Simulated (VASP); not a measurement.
Crystal: Si2W.

```xyz
3
Lattice="-1.6074 1.6074 3.9010 1.6074 -1.6074 3.9010 1.6074 1.6074 -3.9010" Properties=species:S:1:pos:R:3 pbc="T T T"
Si    0.0000    0.0000    2.6136
Si    0.0000    0.0000    5.1885
W     0.0000    0.0000    0.0000
```

The cell is a database's computed one.

* Program: VASP 6.6.1
* Task: relaxation of cell and atoms
* Functional: PBE
* Potentials or basis: VASP PAW PBE potentials, release 64 (Si, W_sv)
* Cutoff: 600 eV
* k mesh: 18 × 18 × 18
* Occupations: gaussian, width 0.1 eV
* Spin: no spin polarisation

At the start: pressure 4.3 GPa; volume 13.44 Å³/atom.

Question: How do energy, volume and symmetry change on relaxing?

Answer: Over 8 steps the energy falls by 3.5 meV/atom and the volume is 13.68 Å³/atom (+1.8 %); space group I4/mmm (No. 139, to 0.05 Å).

The path:
```csv
step,energy change (eV),largest force (eV/Å),pressure (GPa),volume (Å³)
1,0.0000,0.1205,4.25,40.32
2,0.0225,0.1317,-6.98,42.43
3,-0.0104,0.0233,-0.09,41.06
4,-0.0104,0.0252,0.00,41.05
5,-0.0104,0.0056,0.05,41.03
6,-0.0104,0.0073,0.05,41.03
7,-0.0104,0.0016,-0.06,41.05
8,-0.0104,0.0026,-0.01,41.04
```

Final structure:
```yaml
crystal:
  lattice:
    - [-1.61491, 1.61491, 3.93407]
    - [1.61491, -1.61491, 3.93407]
    - [1.61491, 1.61491, -3.93407]
  atoms:
    - { symbol: Si, position: [0.33458, 0.33458, 0.00000] }
    - { symbol: Si, position: [0.66542, 0.66542, 0.00000] }
    - { symbol: W, position: [0.00000, 0.00000, 0.00000] }
```
